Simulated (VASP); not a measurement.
## What goes wrong when the gap of MgO is computed with a bad input

Aim: see how common mistakes in a band-structure run show up, on MgO. The starting structure is a measured crystal structure from the Crystallography Open Database. Cell and atoms stay as given unless a step says otherwise.

Calculated with VASP 6.6.1; Kohn-Sham DFT with plane waves and PAW; LDA.

## Step 1: Set-up

Symmetry: Fm-3m, No. 225, cubic system. Conventional cell: a = 4.210 Å, b = 4.210 Å, c = 4.210 Å, α = 90.00°, β = 90.00°, γ = 90.00°. Nearest to Mg lie 6 O at 2.11 Å. O has 6 Mg at 2.11 Å nearest. Farther neighbours and most contacts between anions are not listed.

As a file:

```cif
data_structure
_symmetry_space_group_name_H-M 'P 1'
_symmetry_Int_Tables_number 1
_cell_length_a 2.9772
_cell_length_b 2.9772
_cell_length_c 2.9772
_cell_angle_alpha 60.000
_cell_angle_beta 60.000
_cell_angle_gamma 60.000
_cell_volume 18.66
loop_
_atom_site_label
_atom_site_type_symbol
_atom_site_fract_x
_atom_site_fract_y
_atom_site_fract_z
_atom_site_occupancy
Mg1 Mg 0.00000 0.00000 0.00000 1
O2 O 0.50000 0.50000 0.50000 1
```

## Step 2: Reference bands

Contents of INCAR:

```
SYSTEM = MgO
PREC = Accurate
ENCUT = 460
EDIFF = 1E-06
NELM = 100
ISMEAR = 0
SIGMA = 0.03
LREAL = .FALSE.
ALGO = Normal
GGA = CA
NBANDS = 16
LORBIT = 11
LWAVE = .FALSE.
LCHARG = .FALSE.
KPAR = 4
```

Contents of POSCAR:

```
MgO
1.0
    0.0000000000      2.1052050000      2.1052050000
    2.1052050000      0.0000000000      2.1052050000
    2.1052050000      2.1052050000      0.0000000000
Mg O
1 1
Direct
    0.0000000000      0.0000000000      0.0000000000
    0.5000000000      0.5000000000      0.5000000000
```

Contents of KPOINTS:

```
Automatic mesh
0
Gamma
8 8 8
0 0 0
```

Contents of KPOINTS_OPT:

```
Line mode
10
Line-mode
Reciprocal
  0.00000000   0.00000000   0.00000000 GAMMA
  0.50000000   0.00000000   0.50000000 X

  0.50000000   0.00000000   0.50000000 X
  0.50000000   0.25000000   0.75000000 W

  0.50000000   0.25000000   0.75000000 W
  0.37500000   0.37500000   0.75000000 K

  0.37500000   0.37500000   0.75000000 K
  0.00000000   0.00000000   0.00000000 GAMMA

  0.00000000   0.00000000   0.00000000 GAMMA
  0.50000000   0.50000000   0.50000000 L

  0.50000000   0.50000000   0.50000000 L
  0.62500000   0.25000000   0.62500000 U

  0.62500000   0.25000000   0.62500000 U
  0.50000000   0.25000000   0.75000000 W

  0.50000000   0.25000000   0.75000000 W
  0.50000000   0.50000000   0.50000000 L

  0.50000000   0.50000000   0.50000000 L
  0.37500000   0.37500000   0.75000000 K

  0.62500000   0.25000000   0.62500000 U
  0.50000000   0.00000000   0.50000000 X
```

The projector-augmented-wave data sets are Mg and O (LDA family, release 64).

Started as:

```
> mpirun -np 4 vasp_std
```

The log of the run:

```text
[banner, memory and clock lines left out]
running    4 mpi-ranks, on    1 nodes
 distrk:  each k-point on    1 cores,    4 groups
 distr:  one band on    1 cores,    1 groups

 POSCAR found type information on POSCAR MgO
 POSCAR found :  2 types and       2 ions
 LDA part: xc-table for (Slater(with rela. corr.)+CA(PZ))
 , standard interpolation
 POSCAR, INCAR and KPOINTS ok, starting setup
 FFT: planning ... GRIDC
 FFT: planning ... GRID_SOFT
 FFT: planning ... GRID
 WAVECAR not read
 entering main loop
       N       E                     dE             d eps       ncg     rms          rms(c)
DAV:   1     0.121580938478E+02    0.12158E+02   -0.39435E+03  1048   0.400E+02
DAV:   2    -0.144907896603E+02   -0.26649E+02   -0.25803E+02  1248   0.110E+02
DAV:   3    -0.149962033635E+02   -0.50541E+00   -0.50522E+00  1080   0.116E+01
DAV:   4    -0.149970741544E+02   -0.87079E-03   -0.87079E-03  1248   0.569E-01
DAV:   5    -0.149970763341E+02   -0.21798E-05   -0.21798E-05  1064   0.255E-02    0.702E+00
DAV:   6    -0.134910008553E+02    0.15061E+01   -0.74061E+00   992   0.109E+01    0.218E+00
DAV:   7    -0.134554103745E+02    0.35590E-01   -0.71527E-02  1072   0.160E+00    0.132E+00
DAV:   8    -0.134312177623E+02    0.24193E-01   -0.38351E-02  1080   0.137E+00    0.337E-01
DAV:   9    -0.134302171681E+02    0.10006E-02   -0.12786E-03  1080   0.200E-01    0.144E-01
DAV:  10    -0.134300482458E+02    0.16892E-03   -0.29972E-04  1088   0.113E-01    0.101E-02
DAV:  11    -0.134300467936E+02    0.14522E-05   -0.12349E-05  1112   0.162E-02    0.382E-03
DAV:  12    -0.134300467149E+02    0.78718E-07   -0.33092E-07   576   0.339E-03
   1 F= -.13430047E+02 E0= -.13430047E+02  d E =-.316015E-46
 Start KPOINTS_OPT (optional k-point list driver)
k-point batch [1-29\100]
       N       E                     dE             ncg
DAV:   1     0.136578571070E+03   -0.86606E+04     1056
DAV:   2    -0.584868577077E+03   -0.72145E+03     1216
DAV:   3    -0.599053629901E+03   -0.14185E+02     1216
DAV:   4    -0.599079758473E+03   -0.26129E-01     1168
DAV:   5    -0.599079822198E+03   -0.63725E-04     1224
DAV:   6    -0.599079822379E+03   -0.18145E-06      936
[...]
k-point batch [88-100\100]
       N       E                     dE             ncg
DAV:   1     0.519628574162E+04   -0.51541E+04      480
DAV:   2     0.488114340487E+04   -0.31514E+03      552
DAV:   3     0.487626931620E+04   -0.48741E+01      552
DAV:   4     0.487626003403E+04   -0.92822E-02      520
DAV:   5     0.487626001067E+04   -0.23364E-04      576
DAV:   6     0.487626001060E+04   -0.62782E-07      408
```

Wall time 5 s (4 MPI ranks of Intel Xeon Platinum 8375C at 2.90GHz (Ice Lake), shared host); peak memory 0.51 GiB.

Lines that name or quote the potential files are left out of all logs, and their timing lines are given in words.

From OUTCAR (step 2):

```text
ion  position               nearest neighbor table
   1  0.000  0.000  0.000-   2 2.11   2 2.11   2 2.11   2 2.11   2 2.11   2 2.11
   2  0.500  0.500  0.500-   1 2.11   1 2.11   1 2.11   1 2.11   1 2.11   1 2.11

  LATTYP: Found a face centered cubic cell.
 ALAT       =     4.2104100000

 Subroutine GETGRP returns: Found 48 space group operations
 (whereof 48 operations were pure point group operations)

The static configuration has the point symmetry O_h .

 Found     29 irreducible k-points:

   k-points           NKPTS =     29   k-points in BZ     NKDIM =     29   number of bands    NBANDS=     16

   dimension x,y,z NGX =    24 NGY =   24 NGZ =   24
   dimension x,y,z NGXF=    48 NGYF=   48 NGZF=   48

   ENCUT  =  460.0 eV  33.81 Ry    5.81 a.u.   5.21  5.21  5.21*2*pi/ulx,y,z

   NELECT =       8.0000    total number of electrons

 k-points in reciprocal lattice and weights: Automatic mesh
   0.00000000  0.00000000  0.00000000       0.002
   0.12500000  0.00000000  0.00000000       0.016
   0.25000000  0.00000000  0.00000000       0.016
   0.37500000  0.00000000  0.00000000       0.016
   0.50000000  0.00000000  0.00000000       0.008
   0.12500000  0.12500000  0.00000000       0.012
   0.25000000  0.12500000  0.00000000       0.047
   0.37500000  0.12500000  0.00000000       0.047
   0.50000000  0.12500000  0.00000000       0.047
[...]
-0.37500000  0.50000000  0.12500000       0.023
  -0.25000000  0.50000000  0.25000000       0.012

 average (electrostatic) potential at core
       1 -35.1163       2 -70.7602

 E-fermi :   3.1850

 k-point     1 :       0.0000    0.0000    0.0000
  band No.  band energies     occupation
      1     -14.1174      2.00000
      2       2.8882      2.00000
      3       2.8882      2.00000
      4       2.8882      2.00000
      5       7.5577      0.00000
      6      18.4222      0.00000
      7      18.4222      0.00000
      8      18.4222      0.00000
      9      22.4492      0.00000
    ...

 k-point     2 :       0.1250    0.0000    0.0000
  band No.  band energies     occupation
      1     -13.9472      2.00000
      2       1.9218      2.00000
      3       2.7828      2.00000
      4       2.7828      2.00000
      5       8.4643      0.00000
      6      16.7723      0.00000
      7      18.7805      0.00000
      8      18.7805      0.00000
      9      23.0986      0.00000
    ...

 k-point     3 :       0.2500    0.0000    0.0000
  band No.  band energies     occupation
      1     -13.5021      2.00000
      2       0.1905      2.00000
      3       2.5399      2.00000
      4       2.5399      2.00000
      5       9.8790      0.00000
      6      15.2516      0.00000
      7      19.2623      0.00000
      8      19.2623      0.00000
      9      22.7101      0.00000
    ...

  Total       -0.9590812     -0.9590812     -0.9590812      0.0000000      0.0000000     -0.0000000
  in kB      -82.3479477    -82.3479477    -82.3479477      0.0000000      0.0000000     -0.0000000
  external PRESSURE =     -82.3479477 kB  Pullay stress =       0.0000000 kB

  energy-cutoff  :      460.00
  volume of cell :       18.66
      direct lattice vectors                 reciprocal lattice vectors
     0.000000000  2.105205000  2.105205000    -0.237506561  0.237506561  0.237506561
     2.105205000  0.000000000  2.105205000     0.237506561 -0.237506561  0.237506561
     2.105205000  2.105205000  0.000000000     0.237506561  0.237506561 -0.237506561

 POSITION                                       TOTAL-FORCE (eV/Angst)
 -----------------------------------------------------------------------------------
      0.00000      0.00000      0.00000        -0.000000     -0.000000      0.000000
      2.10521      2.10521      2.10521         0.000000      0.000000      0.000000
 -----------------------------------------------------------------------------------
    total drift:                               -0.000000     -0.000000      0.000000

  FREE ENERGIE OF THE ION-ELECTRON SYSTEM (eV)
  ---------------------------------------------------
  free  energy   TOTEN  =       -13.4300467149 eV

  energy  without entropy=      -13.4300467149  energy(sigma->0) =      -13.43004671

 total charge
# of ion       s       p       d       tot
------------------------------------------
    1        0.154   0.188   0.080   0.423
    2        1.537   3.539   0.000   5.076
--------------------------------------------------
tot          1.691   3.727   0.080   5.499

[... 3 further parts left out ...]
```

At this level the cell is under a tension of 8.2 GPa, so at these settings it is away from equilibrium.

The reference gap is 4.669 eV.

## Step 3: Bands with a k mesh far too coarse and no band path

A slip made on purpose: a k mesh far too coarse and no band path. Against step 2 the input has a 3×3×3 mesh and no band path (also changed: NELM, NBANDS, KPAR and NCORE).

Contents of INCAR:

```
SYSTEM = MgO
PREC = Accurate
ENCUT = 460
EDIFF = 1E-06
NELM = 60
ISMEAR = 0
SIGMA = 0.03
LREAL = .FALSE.
ALGO = Normal
GGA = CA
NBANDS = 10
LORBIT = 11
LWAVE = .FALSE.
LCHARG = .FALSE.
KPAR = 2
NCORE = 2
```

POSCAR is that of step 2.

Contents of KPOINTS:

```
Automatic mesh
0
Gamma
3 3 3
0 0 0
```

Started as:

```
> mpirun -np 4 vasp_std
```

The log of the run:

```text
[banner, memory and clock lines left out]
running    4 mpi-ranks, on    1 nodes
[...]
LDA part: xc-table for (Slater(with rela. corr.)+CA(PZ))
 , standard interpolation
 POSCAR, INCAR and KPOINTS ok, starting setup
[...]
entering main loop
       N       E                     dE             d eps       ncg     rms          rms(c)
DAV:   1     0.633397437097E+01    0.63340E+01   -0.45205E+03    96   0.651E+02
DAV:   2    -0.146173323686E+02   -0.20951E+02   -0.20782E+02    88   0.125E+02
DAV:   3    -0.149609912461E+02   -0.34366E+00   -0.34353E+00    98   0.142E+01
DAV:   4    -0.149616373941E+02   -0.64615E-03   -0.64614E-03    96   0.763E-01
[...]
DAV:   9    -0.133330511092E+02    0.14959E-03   -0.18906E-04    90   0.111E-01    0.113E-01
DAV:  10    -0.133329734790E+02    0.77630E-04   -0.18667E-04    80   0.125E-01    0.859E-03
DAV:  11    -0.133329726441E+02    0.83490E-06   -0.34878E-06    78   0.103E-02
   1 F= -.13332973E+02 E0= -.13332973E+02  d E =-.394740E-24
```

Wall time 3 s (4 MPI ranks); peak memory 0.42 GiB; 3.3 s of CPU time.

OUTCAR, selected parts (step 3):

```text
  Total       -0.9077335     -0.9077335     -0.9077335     -0.0000000      0.0000000     -0.0000000
  in kB      -77.9391731    -77.9391731    -77.9391731     -0.0000000      0.0000000     -0.0000000
  external PRESSURE =     -77.9391731 kB  Pullay stress =       0.0000000 kB

 POSITION                                       TOTAL-FORCE (eV/Angst)
 -----------------------------------------------------------------------------------
      0.00000      0.00000      0.00000        -0.000000      0.000000      0.000000
      2.10521      2.10521      2.10521         0.000000      0.000000      0.000000
 -----------------------------------------------------------------------------------
    total drift:                               -0.000000     -0.000000      0.000000

  FREE ENERGIE OF THE ION-ELECTRON SYSTEM (eV)
  ---------------------------------------------------
  free  energy   TOTEN  =       -13.3329726441 eV

  energy  without entropy=      -13.3329726441  energy(sigma->0) =      -13.33297264

[... 1 part as in an earlier step ...]

[... 2 further parts left out ...]
[key lines of the parts left out:]
E-fermi :   3.1834
```

With a k mesh far too coarse and no band path the gap is 4.616 eV, -0.054 eV from the reference, read on the mesh alone.

## Step 4: Bands with a hybrid's name typed into the meta-GGA tag

A slip made on purpose: a hybrid's name typed into the meta-GGA tag. Against step 2 the input has METAGGA = HSE06 and no GGA (also changed: NELM).

Contents of INCAR:

```
SYSTEM = MgO
PREC = Accurate
ENCUT = 460
EDIFF = 1E-06
NELM = 60
ISMEAR = 0
SIGMA = 0.03
LREAL = .FALSE.
ALGO = Normal
NBANDS = 16
LORBIT = 11
LWAVE = .FALSE.
LCHARG = .FALSE.
KPAR = 4
METAGGA = HSE06
```

POSCAR is that of step 3.

Contents of KPOINTS:

```
Automatic mesh
0
Gamma
8 8 8
0 0 0
```

KPOINTS_OPT is that of step 2.

Started as:

```
> mpirun -np 4 vasp_std
```

The log of the run:

```text
[banner, memory and clock lines left out]
running    4 mpi-ranks, on    1 nodes
[...]
|                                                                             |
|     EEEEEEE  RRRRRR   RRRRRR   OOOOOOO  RRRRRR      ###     ###     ###     |
|     E        R     R  R     R  O     O  R     R     ###     ###     ###     |
|     E        R     R  R     R  O     O  R     R     ###     ###     ###     |
|     EEEEE    RRRRRR   RRRRRR   O     O  RRRRRR       #       #       #      |
|     E        R   R    R   R    O     O  R   R                               |
|     E        R    R   R    R   O     O  R    R      ###     ###     ###     |
|     EEEEEEE  R     R  R     R  OOOOOOO  R     R     ###     ###     ###     |
|                                                                             |
|     Error: One of the selected functionals does not exist.                  |
|                                                                             |
|       ---->  I REFUSE TO CONTINUE WITH THIS SICK JOB ... BYE!!! <----       |
|                                                                             |

1
1
1
1
```

Run time: 6 s. Hardware: 4 MPI ranks.

VASP stopped with this message: “Error: One of the selected functionals does not exist”.

(Part 1 of 2 ends here.)

[Lines on the potential files, build, host, timing and source positions are cut from VASP's logs without a mark.]

[Logs are printed without paths, hosts, clocks, repeated set-up lines and the standing remarks that a program may print on its own settings, such as how far it seeks lower states.]

[Hosts, paths, dates, database ids (printed as entryN), source tags and the programs' standing remarks are cut or masked in the printed files.]
